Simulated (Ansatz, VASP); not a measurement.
# Si2Pb: VASP beside Ansatz, part 2 of 2

Wanted: the spread between two codes on one cell, functional and k mesh. The cell is generated by rule, not measured, and may not be a known phase. Of the first pair: The two relaxations start from unlike cells of this crystal (the structure described is Ansatz's start), so only their ends are compared.

VASP 6.6.1 and Ansatz 0.2.0.

So far: The structure; Ansatz: relaxation of cell and atoms, PBEsol, pair 1; VASP: relaxation of cell and atoms, PBEsol, pair 1; Side by side.

## (5) Ansatz: relaxation of cell and atoms, PBEsol, pair 2

Level of this step: Ansatz beside VASP: Kohn-Sham DFT, plane waves, PBEsol (Ansatz).

The relaxed volume is the usual yardstick between codes: in a stiff, nearly cubic crystal its relative difference is about their pressure difference at one cell divided by the bulk modulus. Its start cell is another than that of the pair before, and may be another structure of the material.

The cell is taken from a series of runs on this material, whose earlier steps may have relaxed, scaled, displaced or heated it; both programs get it as it stands.

File input.yaml:

```yaml
crystal:
  lattice:
    - [1.8665360735, 1.0776431085, 5.6173031972]
    - [-1.8665360735, 1.0776431085, 5.6173031972]
    - [0.0, -2.1552922049, 5.6173020485]
  atoms:
    - { symbol: Pb, position: [0.0, 0.0, 0.0] }
    - { symbol: Si, position: [0.8052164324, 0.8052164324, 0.8052164324] }
    - { symbol: Si, position: [0.1947835676, 0.1947835676, 0.1947835676] }
kpoints:
  mp_grid: { grid: [15, 15, 15] }
hamiltonian:
  xc: pbesol
scf:
  occupations: { method: gaussian, width: 0.1 }
output:
  forces: true
  stress: true
  eigenvalues: true
relax:
  adjacent_minimum: "off"
  f_tol: 0.005
  max_steps: 80
  cell: { stress_tol: 0.05 }
```

The run is started by

```bash
$ ansatz run input.yaml --threads 8 --pin off --max-ram 14336MiB --backend cpu --events-out ev --progress --plain --runs-dir out
```

Numbers of over 12 decimals in the logs are rounded to 6 here.

What it wrote:

```text
[...]
Crystal: 3 atoms, lattice volume = 67.794 Å³
Basis set: ecut = 420 eV, 1309 PW (Γ), FFT grids on a1−a3, a2−a3, a3, exchange–correlation on 50×50×90 points (8 copies of the dense FFT grid, shifted against one another)
Bands: 15, of which v1, the nominal top of the filled ones, is band 11 counted from 1 (10 counted from 0)
Symmetry: 12 space group operations
[...]
--- Relaxed structure (4 steps of the walk, 4 accepted, 1 SCFs on fresh bases) ---
[...]
cell:  # Å, volume = 67.6847 Å³
    - [1.866565, 1.077660, 5.608076]
    - [-1.866565, 1.077660, 5.608076]
    - [0, -2.155326, 5.608075]
  atoms:
    - { symbol: Pb, position: [0, 0, 0] }
    - { symbol: Si, position: [0.804782, 0.804782, 0.804782] }
    - { symbol: Si, position: [0.195218, 0.195218, 0.195218] }
[key lines of the parts left out:]
SCF converged after 4 iterations
Free energy (F): -12997.255980 eV
Fermi energy:    8.863628 eV
P = ⅓ Tr σ = 0.0034 GPa (0.034 kbar)
```

## (6) VASP: relaxation of cell and atoms, PBEsol, pair 2

The same cell, functional, mesh and smearing now go to VASP, with its own data sets.

File INCAR:

```
SYSTEM = Si2Pb
PREC = Accurate
ENCUT = 500
EDIFF = 1E-07
NELM = 120
ISMEAR = 0
SIGMA = 0.1
LREAL = .FALSE.
ALGO = Normal
GGA = PS
NBANDS = 17
LORBIT = 11
LWAVE = .FALSE.
LCHARG = .FALSE.
ISIF = 3
IBRION = 2
NSW = 80
EDIFFG = -0.005
LASPH = .TRUE.
GGA_COMPAT = .FALSE.
NELMIN = 4
KPAR = 2
```

File POSCAR:

```
Si2Pb
1.0
    1.8665360000      1.0776430000      5.6173030000
   -1.8665360000      1.0776430000      5.6173030000
    0.0000000000     -2.1552920000      5.6173020000
Pb Si
1 2
Direct
    0.0000000000      0.0000000000      0.0000000000
    0.8052164515      0.8052164515      0.8052165297
    0.1947836079      0.1947836079      0.1947835296
```

File KPOINTS:

```
Automatic mesh
0
Gamma
15 15 15
0 0 0
```

The projector-augmented-wave data sets are Pb_d and Si (PBE family, release 64).

The run is started by

```bash
$ mpirun -np 2 vasp_std
```

What it wrote:

```text
[banner, memory and clock lines left out]
running    2 mpi-ranks, on    1 nodes
[...]
[... a notice as in an earlier step ...]

 LDA part: xc-table for (Slater+PW92), standard interpolation
 POSCAR, INCAR and KPOINTS ok, starting setup
[...]
entering main loop
       N       E                     dE             d eps       ncg     rms          rms(c)
DAV:   1     0.144427356448E+03    0.14443E+03   -0.99270E+03 11744   0.123E+03
DAV:   2    -0.598342479779E+01   -0.15041E+03   -0.14655E+03 12397   0.303E+02
DAV:   3    -0.150783434107E+02   -0.90949E+01   -0.89729E+01 15992   0.798E+01
DAV:   4    -0.152746619089E+02   -0.19632E+00   -0.19591E+00 14396   0.126E+01
[...]
DAV:  13    -0.148206126231E+02   -0.39415E-06   -0.66509E-06 15841   0.140E-02    0.605E-03
DAV:  14    -0.148206124355E+02    0.18765E-06   -0.63694E-07 12612   0.531E-03    0.307E-03
DAV:  15    -0.148206124422E+02   -0.66873E-08   -0.43787E-08  6357   0.202E-03
   1 F= -.14820612E+02 E0= -.14818451E+02  d E =-.148206E+02
[... from here on, the cycles between the ionic steps are left out ...]
   2 F= -.14820973E+02 E0= -.14818802E+02  d E =-.360298E-03
   3 F= -.14820987E+02 E0= -.14818813E+02  d E =-.374827E-03
   4 F= -.14821185E+02 E0= -.14819005E+02  d E =-.197701E-03
   5 F= -.14821199E+02 E0= -.14819016E+02  d E =-.211781E-03
[...]
reached required accuracy - stopping structural energy minimisation
```

OUTCAR, selected parts (step 6):

```text
  Total       -0.0051041     -0.0051041      0.0019424      0.0000000     -0.0000000      0.0000000
  in kB       -0.1207803     -0.1207803      0.0459653      0.0000000     -0.0000001      0.0000000
  external PRESSURE =      -0.0651984 kB  Pullay stress =       0.0000000 kB

 POSITION                                       TOTAL-FORCE (eV/Angst)
 -----------------------------------------------------------------------------------
      0.00000      0.00000      0.00000        -0.000000      0.000000     -0.000000
      0.00000     -0.00000     13.53039        -0.000000      0.000000     -0.000128
      0.00000     -0.00000      3.28288         0.000000     -0.000000      0.000128
 -----------------------------------------------------------------------------------
    total drift:                                0.000000     -0.000000      0.000008

  FREE ENERGIE OF THE ION-ELECTRON SYSTEM (eV)
  ---------------------------------------------------
  free  energy   TOTEN  =       -14.8211990503 eV

  energy  without entropy=      -14.8168322737  energy(sigma->0) =      -14.81901566

[... 1 part as in an earlier step ...]

[... 3 further parts left out ...]
[key lines of the parts left out:]
E-fermi :   6.9738
```

## (7) Differences

The two programs side by side:

```
                                         quantity  Ansatz   VASP  difference
                                      volume (Å³)   67.68  67.71     -0.03 %
edge a after relaxation, in the typed setting (Å)   6.008  6.005     +0.05 %
```

## (8) Summary of results

| Property | Result |
| --- | --- |
| difference in volume (relaxation of cell and atoms, PBEsol, pair 1) | -0.039 % |
| difference in edge a after relaxation, in the typed setting (relaxation of cell and atoms, PBEsol, pair 2) | 0.050 % |

What this shows: The difference in edge a after relaxation, in the typed setting is 0.050 % (relaxation of cell and atoms, PBEsol, pair 2), within the 1.2 % picked in this series as the mark of a large difference, as far as the stopping tolerances let one tell. Such differences can come from data sets, numerical settings and the points named under the comparisons, not from the functional's error against experiment.

[Lines on the potential files, build, host, timing and source positions are cut from VASP's logs without a mark.]

[Logs are printed without paths, hosts, clocks, repeated set-up lines and the standing remarks that a program may print on its own settings, such as how far it seeks lower states.]

[Hosts, paths, dates, database ids (printed as entryN), source tags and the programs' standing remarks are cut or masked in the printed files.]
